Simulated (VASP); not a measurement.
Data:

```xyz
8
Lattice="4.5404 0.0000 -0.0319 0.0000 4.5412 0.0000 -2.3684 0.0000 4.9716" Properties=species:S:1:pos:R:3 pbc="T T T"
Si     3.4349     2.9437     0.2922
Si    -1.2629     1.5975     4.6475
Si    -0.0787     0.6731     2.1618
Si     2.2508     3.8681     2.7780
Rh    -0.0914     2.9320     3.0461
Rh     2.2634     1.6092     1.8936
Rh     1.0793     0.6614     4.3794
Rh     1.0928     3.8798     0.5603
```

These are LDA (Ceperley-Alder, Perdew-Zunger), VASP's LDA PAW potentials (set 64) (plane waves; VASP) values and carry that method's errors. Numerical set-up: 400 eV cut-off, 9×9×7 Γ-centred mesh, tetrahedra with Blöchl corrections, potentials Si Rh_pv.

The cores are frozen, which limits the accuracy of field gradients.

Task: Give the principal components of the electric field gradient (V/Å²) and the asymmetry η at each nucleus.

Result: 
```tsv
atom	Vxx	Vyy	Vzz	η
Si1	29.2	1.4	-30.5	0.91
Si2	29.2	1.4	-30.5	0.91
Si3	29.2	1.4	-30.5	0.91
Si4	29.2	1.4	-30.5	0.91
Rh5	-39.5	-1.2	40.7	0.94
Rh6	-39.5	-1.2	40.7	0.94
Rh7	-39.5	-1.2	40.7	0.94
Rh8	-39.5	-1.2	40.7	0.94
```

The structure comes from a computed database's SiRh entry (P2_1/c); how it stands against other phases isn't given here. It was relaxed first.
